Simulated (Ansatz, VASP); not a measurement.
**Cross-check of Si113Ge28 (amorphous Si0.8Ge0.2) between VASP and Ansatz**

Aim: how closely do two programs agree when they are given the same cell, functional and k mesh? Of the first pair: The structure shown is the start of the Ansatz relaxation below; VASP solves that cell, so the two are compared at the walk's first step.

Calculated with Ansatz 0.2.0; plane waves, with VASP 6.6.1 beside it; single point at LDA.

**1. Set-up**

The cell holds 141 atoms: 113 Si and 28 Ge. Its edges and angles: a = 13.974 Å, b = 13.758 Å, c = 14.248 Å, α = 90.1°, β = 89.8°, γ = 90.9°. As first built, before any earlier steps moved the atoms (in the runner's words): 141 atoms (113 Si, 28 Ge) placed at random at 2.91 g/cm^3, melted at 3500 K for 10 ps at fixed volume with the Tersoff potential (Tersoff, Phys. Rev. B 39, 5566 (1989)). Quenched from 3500 K to 300 K at 10 K/ps and fixed volume, held 5 ps, then minimised at fixed cell.

**2. Ansatz: relaxation, LDA**

Ansatz runs on its default PAW (the set named soft_2) files.

The two programs are compared at the cell with which this relaxation starts, whose forces are those of its first step.

The input, input.yaml:

```yaml
crystal:
  lattice:
    - [13.97367, -0.10762, 0.02849]
    - [-0.10762, 13.75769, -0.01614]
    - [0.02849, -0.01614, 14.24841]
  atoms:
    - { symbol: Si, position: [0.07684, 0.12939, 0.39625] }
    - { symbol: Si, position: [0.1104, 0.64914, 0.41799] }
    - { symbol: Si, position: [0.57225, 0.59474, 0.59647] }
    - { symbol: Si, position: [0.05423, 0.28333, 0.33204] }
    - { symbol: Si, position: [0.7543, 0.93128, 0.21093] }
    - { symbol: Si, position: [0.44151, 0.84378, 0.987] }
    - { symbol: Si, position: [0.90272, 0.33261, 0.28806] }
    - { symbol: Si, position: [0.09081, 0.09523, 0.70262] }
    - { symbol: Si, position: [0.30396, 0.08077, 0.95944] }
    - { symbol: Si, position: [0.16827, 0.32718, 0.22552] }
    - { symbol: Si, position: [0.34493, 0.09221, 0.80269] }
    - { symbol: Si, position: [0.4285, 0.62803, 0.38408] }
    - { symbol: Si, position: [0.83558, 0.35987, 0.55223] }
    - { symbol: Si, position: [0.31913, 0.37556, 0.97446] }
    - { symbol: Si, position: [0.1401, 0.05258, 0.96263] }
    - { symbol: Si, position: [0.169, 0.92479, 0.18445] }
    - { symbol: Si, position: [0.60354, 0.77862, 0.60888] }
    - { symbol: Si, position: [0.71711, 0.05688, 0.31254] }
    - { symbol: Si, position: [0.23095, 0.75613, 0.5573] }
    - { symbol: Si, position: [0.65517, 0.19767, 0.24187] }
    - { symbol: Si, position: [0.11786, 0.82317, 0.43412] }
    - { symbol: Si, position: [0.17422, 0.80855, 0.06898] }
    - { symbol: Si, position: [0.88901, 0.10458, 0.87649] }
    - { symbol: Si, position: [0.96104, 0.71708, 0.61833] }
    - { symbol: Si, position: [0.46385, 0.20801, 0.28469] }
    - { symbol: Si, position: [0.44653, 0.2842, 0.64374] }
    - { symbol: Si, position: [0.527, 0.49366, 0.34923] }
    - { symbol: Si, position: [0.96238, 0.98507, 0.6468] }
    - { symbol: Si, position: [0.2652, 0.57786, 0.21852] }
    - { symbol: Si, position: [0.61088, 0.93461, 0.54122] }
[... 105 atom lines left out ...]
    - { symbol: Ge, position: [0.26603, 0.50473, 0.72516] }
    - { symbol: Ge, position: [0.23745, 0.67821, 0.88276] }
    - { symbol: Ge, position: [0.70593, 0.99043, 0.77331] }
    - { symbol: Ge, position: [0.68624, 0.29137, 0.59623] }
    - { symbol: Ge, position: [0.07698, 0.6667, 0.06322] }
    - { symbol: Ge, position: [0.68575, 0.34857, 0.00377] }
kpoints:
  mp_grid: { grid: [1, 1, 1] }
hamiltonian:
  xc: lda
scf:
  occupations: { method: fermi_dirac, width: 0.025 }
output:
  forces: true
  eigenvalues: true
  stress: true
relax:
  f_tol: 0.05
  max_steps: 70
```

The run is started by

```bash
> ansatz run input.yaml --threads 8 --pin off --max-ram 15872MiB --backend cpu --events-out ev --progress --plain --runs-dir out
```

Numbers of over 12 decimals in the logs are rounded to 6 here.

Output:

```text
Warning: output.stress: scf.convergence.dr2_threshold = 1e-7 eV (the SCF's general default) is looser than the 1.08e-8 eV advised for a printed stress (1e-10 eV for each atom of the cell: 141, of which 108 are counted). What an SCF threshold leaves in a stress goes as its square root, and in the free energy as the threshold itself, and one threshold admits the most on a small cell: [figures from the program's tests c [...]
Engine: ansatz 0.2.0, aarch64-unknown-linux-gnu
Pseudopotentials: kind: paw
Pseudopotential: Si, paw, valence charge 4, recommended cutoff 420 eV (normal), Si.paw.azcp
Pseudopotential: Ge, paw, valence charge 14, recommended cutoff 420 eV (normal), Ge.paw.azcp
Functional definition: SPW92
  exchange = slater_x
  correlation = pw_c
Crystal: 141 atoms, lattice volume = 2739.012 Å³
Basis set: ecut = 420 eV, 53501 PW (Γ)
Bands: 563, of which v1, the nominal top of the filled ones, is band 422 counted from 1 (421 counted from 0)
Symmetry: 1 space group operations
Space group: P1 (ITA 1), of the structure as read, at distance tolerance 1.4e-4 Å
k-points: 1
Non-local potential: Si, projectors of the file, l = 0: 2, l = 1: 2, l = 2: 2
Non-local potential: Ge, projectors of the file, l = 0: 2, l = 1: 2, l = 2: 3, l = 3: 1
PAW form: soft (Blöchl's): semilocal exchange-correlation on the pseudo side does not see the compensation charge
PAW frozen core: Si, regenerated for the run's functional, and the local potential with it (the file was generated under x = pbe(κ = 0.804, μ = 0.219515), c = pbe(β = 0.066725))
PAW frozen core: Ge, regenerated for the run's functional, and the local potential with it (the file was generated under x = pbe(κ = 0.804, μ = 0.219515), c = pbe(β = 0.066725))
PAW one-centre angular grid: Si, 110 points (default); XC on 64 Gauss nodes
PAW one-centre angular grid: Ge, 590 points (default); XC on 64 Gauss nodes
Initial density: superposition of atomic densities (neutral atoms: chi_scale 0, normalization atom), corrected by the library's trained network
Initial wavefunctions: pseudopotential atomic-orbital guess
Functional: x = slater, c = lda
SCF iter   1: F=—  HF=-186786.269776 eV  |F-HF|=—  |Δ(HF+E_count)|=         —  Δρ=5.06e-3  dr2=1.19e0  ethr=1.77e-3  ⟨swp⟩=6.0  Hψ=2354  notcnv=0  defer=49
preconditioner: auto → Resta (q_TF=auto, 2.242 Å⁻¹)  ε∞=5.6  [insulator: Δε(μ)=0.285 eV  Ē_g=7.853 eV  σ=0.025 eV  W_gap=0.99  n_scr=498 (ndim 8)  ℏωp=16.8 eV  f_vac=0.004  D(μ)=0.56/eV (n_scr^D=0)  ε∞_Penn≈5.6]
SCF iter   2: F=—  HF=-186786.032291 eV  |F-HF|=—  |Δ(HF+E_count)|=   2.37e-1  Δρ=2.72e-3  dr2=2.75e-1  ethr=1.41e-4  ⟨swp⟩=2.0  Hψ=657  notcnv=0  defer=112
SCF iter   3: F=—  HF=-186785.958451 eV  |F-HF|=—  |Δ(HF+E_count)|=   7.38e-2  Δρ=3.93e-4  dr2=5.96e-3  ethr=3.26e-5  ⟨swp⟩=2.0  Hψ=648  notcnv=0  defer=120
SCF iter   4: F=—  HF=-186785.958428 eV  |F-HF|=—  |Δ(HF+E_count)|=   2.31e-5  Δρ=1.26e-4  dr2=5.16e-4  ethr=7.06e-7  ⟨swp⟩=2.0  Hψ=985  notcnv=0  defer=120
SCF iter   5: F=—  HF=-186785.958282 eV  |F-HF|=—  |Δ(HF+E_count)|=   1.46e-4  Δρ=5.25e-5  dr2=8.88e-5  ethr=6.12e-8  ⟨swp⟩=2.0  Hψ=865  notcnv=0  defer=120
SCF iter   6: F=-186785.958237 eV  HF=-186785.958238 eV  |F-HF|=5.85e-7  |Δ(HF+E_count)|=   4.40e-5  Δρ=1.57e-5  dr2=1.30e-5  ethr=7.41e-9  ⟨swp⟩=12.0  Hψ=2717  notcnv=0
SCF 1 converged in 6 iterations: F = -186785.958237 eV  dr2 = 1.30e-5
  greatest PAW one-centre occupation: 0.998 electrons in one spin orbital (limit 2), on the Ge atom at site 125 (counted from 0), in its partial waves of l = 2
relax step   1: F+E_penalty+E_count = -186785.95823731 eV  Δ(F+E_penalty+E_count) = +0.000e0 eV  max|allowed force component| = 2.465e-1 eV/Å  Δτ_max = 0.0000 Å  (6 SCF iters, dr2 threshold 6.25e-5 eV, accepted)
Initial density: handed on by an earlier stage of this run
Initial wavefunctions: those handed on with the density
iter 1 solved again at ethr=4.92e-6 eV; its pass at ethr=3.10e-3 eV (dr2=4.15e-2 eV) is discarded
[...]
- { symbol: Si, position: [0.164532, 0.414775, 0.974282] }
    - { symbol: Si, position: [0.850545, 0.077219, 0.564689] }
    - { symbol: Si, position: [0.483675, 0.876011, 0.833579] }
    - { symbol: Si, position: [0.578553, 0.783874, 0.057152] }
    - { symbol: Si, position: [0.801679, 0.800925, 0.304506] }
    - { symbol: Si, position: [0.519619, 0.966573, 0.410371] }
    - { symbol: Si, position: [0.859694, 0.494544, 0.840434] }
    - { symbol: Si, position: [0.524658, 0.664766, 0.163538] }
    - { symbol: Si, position: [0.275481, 0.684836, 0.347539] }
    - { symbol: Si, position: [0.421226, 0.631697, 0.544316] }
    - { symbol: Si, position: [0.743888, 0.989432, 0.462656] }
    - { symbol: Si, position: [0.057773, 0.354948, 0.717243] }
    - { symbol: Si, position: [0.676535, 0.353209, 0.316060] }
    - { symbol: Si, position: [0.824924, 0.622620, 0.595718] }
    - { symbol: Si, position: [0.785233, 0.618614, 0.077449] }
    - { symbol: Si, position: [0.281192, 0.431881, 0.295765] }
    - { symbol: Si, position: [0.376810, 0.618467, 0.103428] }
    - { symbol: Si, position: [0.00438888, 0.574410, 0.824674] }
    - { symbol: Si, position: [0.767290, 0.083169, 0.993803] }
    - { symbol: Si, position: [0.853192, 0.110417, 0.393309] }
    - { symbol: Si, position: [0.323463, 0.113194, 0.287271] }
    - { symbol: Si, position: [0.583706, 0.342590, 0.722489] }
    - { symbol: Si, position: [0.357143, 0.392735, 0.818750] }
    - { symbol: Si, position: [0.106200, 0.366803, 0.457139] }
[...]
- { symbol: Si, position: [0.498421, 0.037383, 0.796094] }
    - { symbol: Si, position: [0.085251, 0.410444, 0.114844] }
    - { symbol: Si, position: [0.136240, 0.799866, 0.819282] }
    - { symbol: Si, position: [0.115019, 0.073544, 0.119850] }
    - { symbol: Si, position: [0.652341, 0.655273, 0.980555] }
    - { symbol: Si, position: [0.622204, 0.089109, 0.900823] }
    - { symbol: Si, position: [0.605838, 0.929291, 0.143156] }
    - { symbol: Si, position: [0.884468, 0.244579, 0.146859] }
    - { symbol: Ge, position: [0.423000, 0.357506, 0.357270] }
    - { symbol: Ge, position: [0.630246, 0.826056, 0.768226] }
    - { symbol: Ge, position: [0.105604, 0.635808, 0.585992] }
    - { symbol: Ge, position: [0.571613, 0.058066, 0.645602] }
    - { symbol: Ge, position: [0.971725, 0.020294, 0.314219] }
    - { symbol: Ge, position: [0.986354, 0.735268, 0.779812] }
    - { symbol: Ge, position: [0.233794, 0.186882, 0.167344] }
    - { symbol: Ge, position: [0.542100, 0.070464, 0.057979] }
    - { symbol: Ge, position: [0.881191, 0.365609, 0.733307] }
    - { symbol: Ge, position: [0.528061, 0.740451, 0.311944] }
    - { symbol: Ge, position: [0.203007, 0.502169, 0.432340] }
    - { symbol: Ge, position: [0.478098, 0.525798, 0.852056] }
    - { symbol: Ge, position: [0.00228739, 0.161043, 0.543967] }
    - { symbol: Ge, position: [0.803913, 0.220501, 0.790414] }
    - { symbol: Ge, position: [0.378062, 0.796355, 0.731961] }
    - { symbol: Ge, position: [0.311166, 0.505723, 0.562611] }
    - { symbol: Ge, position: [0.948704, 0.353246, 0.032722] }
    - { symbol: Ge, position: [0.648528, 0.259306, 0.859538] }
    - { symbol: Ge, position: [0.819988, 0.466353, 1.000295] }
    - { symbol: Ge, position: [0.740902, 0.743009, 0.510225] }
    - { symbol: Ge, position: [0.997820, 0.603291, 0.304125] }
    - { symbol: Ge, position: [0.051295, 0.314745, 0.889100] }
    - { symbol: Ge, position: [0.266983, 0.503950, 0.726726] }
    - { symbol: Ge, position: [0.238717, 0.677895, 0.881150] }
    - { symbol: Ge, position: [0.705623, 0.990029, 0.772895] }
    - { symbol: Ge, position: [0.684251, 0.293742, 0.597118] }
    - { symbol: Ge, position: [0.076656, 0.666361, 0.062467] }
    - { symbol: Ge, position: [0.685079, 0.349645, 0.00360363] }
```

**3. VASP: single point, LDA, start cell, pair 1**

The same cell, functional (in two slightly different forms), mesh and smearing now go to VASP, with its own data sets.

Lines of VASP's logs that name or quote its potential files are left out, and so is its time.

The input, INCAR:

```
SYSTEM = Si113Ge28
PREC = Accurate
ENCUT = 410
EDIFF = 1E-06
NELM = 120
ISMEAR = -1
SIGMA = 0.025
LREAL = Auto
ALGO = Normal
GGA = PW92
NBANDS = 520
LORBIT = 11
LWAVE = .FALSE.
LCHARG = .FALSE.
ISIF = 2
LASPH = .TRUE.
GGA_COMPAT = .FALSE.
EFERMI = MIDGAP
```

The input, POSCAR:

```
Si113Ge28
1.0
   13.9736700000     -0.1076200000      0.0284900000
   -0.1076200000     13.7576900000     -0.0161400000
    0.0284900000     -0.0161400000     14.2484100000
Si Ge
113 28
Direct
    0.0768399084      0.1293869064      0.3962476610
    0.1103970198      0.6491371248      0.4179927348
    0.5722485298      0.5947373771      0.5964732697
    0.0542328832      0.2833321330      0.3320390055
    0.7542982674      0.9312814881      0.2109316707
    0.4415080584      0.8437786599      0.9869971473
    0.9027183551      0.3326066937      0.2880566903
    0.0908086921      0.0952276984      0.7026222459
    0.3039615103      0.0807692102      0.9594434573
    0.1682726257      0.3271806078      0.2255189602
    0.3449312055      0.0922085698      0.8026903462
    0.4285020281      0.6280279930      0.3840799324
    0.8355783300      0.3598669497      0.5522302226
    0.3191327508      0.3755625261      0.9744574649
    0.1401016044      0.0525825625      0.9626307208
    0.1690014766      0.9247893326      0.1844494402
    0.6035385005      0.7786176413      0.6088800138
    0.7171070335      0.0568786942      0.3125392688
    0.2309484647      0.7561334409      0.5572989738
    0.6551666586      0.1976721946      0.2418673193
    0.1178588909      0.8231680377      0.4341205884
    0.1742169888      0.8085487175      0.0689821906
    0.8890065449      0.1045830659      0.8764879853
    0.9610400355      0.7170830965      0.6183281988
    0.4638491617      0.2080083430      0.2846873575
    0.4465287602      0.2842007184      0.6437395748
    0.5269967306      0.4936622310      0.3492286909
    0.9623803956      0.9850716756      0.6468006493
    0.2652033451      0.5778635880      0.2185205981
    0.6108820007      0.9346102697      0.5412169205
[... 105 atom lines left out ...]
    0.2660331450      0.5047311401      0.7251593038
    0.2374493752      0.6782099318      0.8827568392
    0.7059318416      0.9904317984      0.7733125009
    0.6862385176      0.2913698569      0.5962315637
    0.0769768271      0.6666965601      0.0632188021
    0.6857472723      0.3485731208      0.0037680717
```

The input, KPOINTS:

```
Automatic mesh
0
Gamma
1 1 1
0 0 0
```

Potentials, in the order of the species: Si and Ge_d (LDA family, release 64).

The run is started by

```bash
> export OMP_NUM_THREADS=3
> mpirun -np 1 vasp_gam
```

Output:

```text
[banner, memory and clock lines left out]
running    1 mpi-ranks, on    1 nodes
[...]
Offloading initialized ...    1 GPUs detected
[...]
|                                                                             |
|               ----> ADVICE to this user running VASP <----                  |
|                                                                             |
|     You enforced a specific xc type in the INCAR file but a different       |
|     [... a line on the potential file left out ...]
|     I HOPE YOU KNOW WHAT YOU ARE DOING!                                     |
|                                                                             |

 LDA part: xc-table for (Slater(with rela. corr.)+PW92), standard interpolation
 POSCAR, INCAR and KPOINTS ok, starting setup
[...]
entering main loop
       N       E                     dE             d eps       ncg     rms          rms(c)
DAV:   1     0.148493182872E+05    0.14849E+05   -0.25506E+05  1112   0.255E+03
DAV:   2     0.248013101181E+04   -0.12369E+05   -0.11980E+05  1040   0.685E+02
DAV:   3    -0.373912989036E+03   -0.28540E+04   -0.26599E+04  1208   0.226E+02
DAV:   4    -0.784854781239E+03   -0.41094E+03   -0.39249E+03  1328   0.873E+01
[...]
DAV:  15    -0.787089626658E+03   -0.84065E-05   -0.21544E-04  1424   0.290E-02    0.258E-02
DAV:  16    -0.787089625784E+03    0.87441E-06   -0.14835E-05  1224   0.137E-02    0.103E-02
DAV:  17    -0.787089625829E+03   -0.45547E-07   -0.42116E-06   800   0.774E-03
   1 F= -.78708963E+03 E0= -.78708751E+03  d E =-.422921E-02
```

Parts of OUTCAR (step 3):

```text
  FREE ENERGIE OF THE ION-ELECTRON SYSTEM (eV)
  ---------------------------------------------------
  free  energy   TOTEN  =      -787.0896258294 eV

  energy  without entropy=     -787.0853966146  energy(sigma->0) =     -787.08751122
```

The run ends at a pressure of 2.74 GPa, with forces up to 0.27 eV/Å.

**4. Differences**

Known differences besides the potentials themselves: the two LDA forms differ slightly; the cutoff is 420 eV in Ansatz and 410 eV in VASP (PREC = Accurate, projectors in real space); VASP's log shows a relativistic correction to its local exchange, Ansatz's none. Total energies have different zeros and are not compared.

Forces on 10 of the 141 atoms, those with the largest forces and the largest differences (eV/Å; atoms numbered as in POSCAR):

```csv
atom,"Ansatz x, y, z","VASP x, y, z"
Si18,"-0.144, 0.017, -0.049","-0.144, 0.017, -0.047"
Si26,"0.112, 0.093, 0.074","0.114, 0.093, 0.076"
Si46,"-0.092, 0.052, 0.009","-0.086, 0.061, 0.006"
Si48,"0.031, 0.246, -0.126","0.035, 0.242, -0.126"
Si55,"0.104, 0.009, -0.011","0.096, 0.007, -0.002"
Si61,"0.142, 0.021, -0.050","0.143, 0.018, -0.052"
Si110,"-0.091, -0.129, -0.027","-0.089, -0.128, -0.025"
Ge123,"0.028, 0.117, 0.105","0.028, 0.120, 0.107"
Ge125,"0.147, 0.046, 0.057","0.155, 0.049, 0.059"
Ge131,"-0.120, 0.070, 0.012","-0.131, 0.071, 0.012"
```

The forces differ by 2.7 meV/Å r.m.s., which is 5.0 % of the r.m.s. force of 0.055 eV/Å (both taken over all components).

(Part 1 of 2 ends here.)

[Lines on the potential files, build, host, timing and source positions are cut from VASP's logs without a mark.]

[Logs are printed without paths, hosts, clocks, repeated set-up lines and the standing remarks that a program may print on its own settings, such as how far it seeks lower states.]

[Hosts, paths, dates, database ids (printed as entryN), source tags and the programs' standing remarks are cut or masked in the printed files.]
